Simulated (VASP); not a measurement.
Consider the following.

```yaml
crystal:
  lattice:
    - [1.58463, -2.74466, 0.00000]
    - [1.58463, 2.74466, 0.00000]
    - [0.00000, 0.00000, 3.54693]
  atoms:
    - { symbol: Zr, position: [0.00000, 0.00000, 0.00000] }
    - { symbol: B, position: [0.33333, 0.66667, 0.50000] }
    - { symbol: B, position: [0.66667, 0.33333, 0.50000] }
```

All values below come from PBE GGA, VASP's PBE PAW potentials (set 64) (plane waves; VASP). Settings: 600 eV cut-off, 10×10×8 Γ-centred mesh, first-order Methfessel-Paxton smearing of 0.10 eV, potentials Zr_sv B.

Task: What does the run give for the energy per atom (σ→0), band gap (on the k-mesh) with the smallest direct gap where there is one?

Result: 
```
Property                                                    Result
------------------------  ----------------------------------------
band gap (on the k-mesh)  none (metal, semimetal or under 0.01 eV)
energy per atom (σ→0)                               -8326 meV/atom
```

The compound is ZrB2 in the AlB2 type structure. It was relaxed first.
